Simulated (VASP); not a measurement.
Level of theory: RPBE GGA, VASP's PBE PAW potentials (set 64) (plane waves; VASP).

A VASP calculation is set up with these files.

**INCAR**
```
ALGO=Normal
EDIFF=1E-6
EDIFFG=-0.01
ENCUT=520
GGA=RP
IBRION=2
ISIF=3
ISMEAR=1
LASPH=.TRUE.
LCHARG=.FALSE.
LMAXMIX=4
LREAL=.FALSE.
LWAVE=.FALSE.
NELM=100
NSW=60
PREC=Accurate
SIGMA=0.1
SYSTEM=Sc
```

**POSCAR**
```
Sc
1
    1.6550000000    -2.8665440000     0.0000000000
    1.6550000000     2.8665440000     0.0000000000
    0.0000000000     0.0000000000     5.2700000000
Sc
2
Direct
  0.3333330000   0.6666670000   0.2500000000
  0.6666670000   0.3333330000   0.7500000000
```

### KPOINTS
```
Automatic mesh
0
Gamma
11 11 6
0 0 0
```

POTCAR, in this order: Sc_sv (PBE.64 set). Program: vasp_std.

Energy and stress use the plane-wave basis of the starting cell.

Estimate the energy per atom (σ→0), volume per atom, band gap (on the k-mesh).

```yaml
energy per atom (σ→0): -5.940 eV/atom
band gap (on the k-mesh): none (metal, semimetal or under 0.01 eV)
volume_per_atom: 25.58 Å³/atom
```

File OSZICAR:
```
...
   5 F= -.11879833E+02 E0= -.11880221E+02  d E =-.763902E-03
       N       E                     dE             d eps       ncg     rms          rms(c)
DAV:   1    -0.118806519374E+02   -0.81836E-03   -0.97945E-02  2368   0.679E+00    0.231E-01
DAV:   2    -0.118803272776E+02    0.32466E-03   -0.82125E-03  3013   0.171E+00    0.132E-01
DAV:   3    -0.118799657638E+02    0.36151E-03   -0.10108E-03  3380   0.483E-01    0.311E-02
DAV:   4    -0.118799610175E+02    0.47463E-05   -0.66620E-05  2587   0.104E-01    0.137E-02
DAV:   5    -0.118799601703E+02    0.84722E-06   -0.59858E-06  2352   0.405E-02
   6 F= -.11879960E+02 E0= -.11880409E+02  d E =-.890573E-03
```

The compound is Sc in the hcp structure. This run relaxes it. Symmetry was kept, so distortions that lower it aren't found.
